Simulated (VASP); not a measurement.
A convergence study with VASP on V (bcc): a few settings are varied, all else stays as given below, so the limit is that of these other settings.

```
V
1.0
   -1.51500     1.51500     1.51500
    1.51500    -1.51500     1.51500
    1.51500     1.51500    -1.51500
V
1
Direct
  0.00000   0.00000   0.00000
```

The numbers are results of PBEsol GGA, VASP's PBE PAW potentials (set 64) (plane waves; VASP 6.6.1), not measurements. The last row used: 550 eV cut-off, 25×25×25 Γ-centred mesh, second-order Methfessel-Paxton smearing of 0.40 eV, potentials V_sv.

| setting | E (eV/atom) | pressure (GPa) | irreducible k-points |
|---|---|---|---|
| ISMEAR = -1, SIGMA = 0.01, 9×9×9 mesh | -9.5853 | -12.58 | 35 |
| ISMEAR = -1, SIGMA = 0.1, 9×9×9 mesh | -9.5948 | -11.82 | 35 |
| ISMEAR = 0, SIGMA = 0.01, 9×9×9 mesh | -9.5853 | -12.65 | 35 |
| ISMEAR = 0, SIGMA = 0.1, 9×9×9 mesh | -9.5877 | -12.28 | 35 |
| ISMEAR = 1, SIGMA = 0.01, 9×9×9 mesh | -9.5852 | -12.71 | 35 |
| ISMEAR = 1, SIGMA = 0.2, 9×9×9 mesh | -9.5897 | -12.29 | 35 |
| ISMEAR = 2, SIGMA = 0.05, 9×9×9 mesh | -9.5851 | -12.59 | 35 |
| ISMEAR = 2, SIGMA = 0.2, 9×9×9 mesh | -9.5881 | -12.34 | 35 |
| ISMEAR = -1, SIGMA = 0.01, 19×19×19 mesh | -9.5969 | -12.22 | 220 |
| ISMEAR = -1, SIGMA = 0.2, 19×19×19 mesh | -9.6053 | -10.76 | 220 |
| ISMEAR = 0, SIGMA = 0.01, 19×19×19 mesh | -9.5969 | -12.23 | 220 |
| ISMEAR = 0, SIGMA = 0.2, 19×19×19 mesh | -9.5968 | -11.90 | 220 |
| ISMEAR = 1, SIGMA = 0.01, 19×19×19 mesh | -9.5969 | -12.21 | 220 |
| ISMEAR = 1, SIGMA = 0.4, 19×19×19 mesh | -9.5960 | -12.08 | 220 |
| ISMEAR = 2, SIGMA = 0.05, 19×19×19 mesh | -9.5968 | -12.23 | 220 |
| ISMEAR = 2, SIGMA = 0.4, 19×19×19 mesh | ___ | ___ | 220 |
| ISMEAR = -1, SIGMA = 0.05, 25×25×25 mesh | -9.5967 | -12.06 | 455 |
| ISMEAR = -1, SIGMA = 0.2, 25×25×25 mesh | -9.6052 | -10.76 | 455 |
| ISMEAR = 0, SIGMA = 0.05, 25×25×25 mesh | -9.5967 | -12.16 | 455 |
| ISMEAR = 0, SIGMA = 0.2, 25×25×25 mesh | -9.5967 | -11.90 | 455 |
| ISMEAR = 1, SIGMA = 0.05, 25×25×25 mesh | -9.5966 | -12.17 | 455 |
| ISMEAR = 1, SIGMA = 0.4, 25×25×25 mesh | -9.5958 | -12.07 | 455 |
| ISMEAR = 2, SIGMA = 0.1, 25×25×25 mesh | -9.5967 | ___ | 455 |
| ISMEAR = 2, SIGMA = 0.4, 25×25×25 mesh | -9.5957 | -12.10 | 455 |

Task: Some entries are withheld; supply them.

Result: 
- ISMEAR = 2, SIGMA = 0.4, 19×19×19 mesh, E (eV/atom): -9.5959
- ISMEAR = 2, SIGMA = 0.4, 19×19×19 mesh, pressure (GPa): -12.11
- ISMEAR = 2, SIGMA = 0.1, 25×25×25 mesh, pressure (GPa): -12.20

Left out are rungs that failed or repeat a setting and relaxations that didn't move; long series are thinned to 24 rows.

The compound is V in the bcc structure. The cell was not relaxed at this level. The run is not spin-polarised, so no magnetic state was tried.
